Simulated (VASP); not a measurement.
Input:

```yaml
crystal:
  lattice:
    - [2.38469, -4.13041, 0.00000]
    - [2.38469, 4.13041, 0.00000]
    - [0.00000, 0.00000, 9.05900]
  atoms:
    - { symbol: Pb, position: [0.00000, 0.00000, 0.00000] }
    - { symbol: I, position: [0.33333, 0.66667, 0.20346] }
    - { symbol: I, position: [0.66667, 0.33333, 0.79654] }
```

Calculation: revPBE GGA, VASP's PBE PAW potentials (set 64) (plane waves; VASP 6.6.1). Run with 520 eV cut-off, Gaussian smearing of 0.050 eV, potentials Pb_d I.

Without a dispersion term in the relaxation, distances and binding between the weakly bound layers, chains or molecules are unreliable, and so is what depends on them. Unless said otherwise, spin-orbit coupling is left out, though it shifts the bands of the heavy elements here.

Q: What does the run give for the band gap (along the path) with the smallest direct gap where there is one?

A: 
```json
{
  "band gap (along the path)": "2.56 eV",
  "smallest direct gap (along the path)": "2.83 eV"
}
```

The absolute energy has meaning only against runs of the same code, potentials and settings.

The compound is PbI2 in the 1T layered structure. It was relaxed first, which changed the volume by +42 %.
